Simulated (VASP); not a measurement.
Set up this calculation in VASP 6.6.1, as the native input.

```yaml
Task: single point
Functional: PBE
Potentials_or_basis: VASP PAW PBE potentials, release 64 (O, Al, Cl, H)
Cutoff: 520 eV
k_mesh: 1 × 1 × 1
Occupations: gaussian, width 0.01 eV
Spin: no spin polarisation
Further_INCAR_settings: ALGO = Fast; EDIFF = 1e-07; NBANDS = 17
```

The structure of OAlClH2 lies in POSCAR:

```
AlH2ClO
1.0
   13.0000000000      0.0000000000      0.0000000000
    0.0000000000     13.0000000000      0.0000000000
    0.0000000000      0.0000000000     11.0000000000
O Al Cl H
1 1 1 2
Direct
    0.4312460000      0.5388010000      0.4523700000
    0.5516830000      0.5269680000      0.5151120000
    0.6008960000      0.3811890000      0.5661740000
    0.3786380000      0.4827460000      0.4409120000
    0.6171190000      0.6247780000      0.5340590000
```

The cell isn't the ideal one: atoms moved at random, drawn with an rms of 0.05 Å.

One way to write it, as run:

INCAR

```
PREC = Accurate
ENCUT = 520
EDIFF = 1E-7
ISMEAR = 0
SIGMA = 0.01
LREAL = False
LASPH = True
NELM = 100
ALGO = Fast
ISIF = 2
LWAVE = False
LCHARG = True
GGA = PE
LELF = True
LVHAR = True
LVACPOTAV = True
NBANDS = 17
```

KPOINTS

```
regular mesh
0
Gamma
  1 1 1
```

Potentials or basis: VASP PAW PBE potentials, release 64 (O, Al, Cl, H).

The run is started by

```sh
$ cat potpaw_PBE.64/O/POTCAR potpaw_PBE.64/Al/POTCAR potpaw_PBE.64/Cl/POTCAR potpaw_PBE.64/H/POTCAR > POTCAR
$ mpirun -np 1 vasp_gam > vasp.out
```

It gave:

* Largest force: 1.844 eV/Å
* Gap between the frontier levels: 6.02 eV

Run time: 80 s on 1 thread of AMD EPYC 9R45 96-Core Processor (Zen 5), with other jobs on the host, peak memory 1.4 GiB.
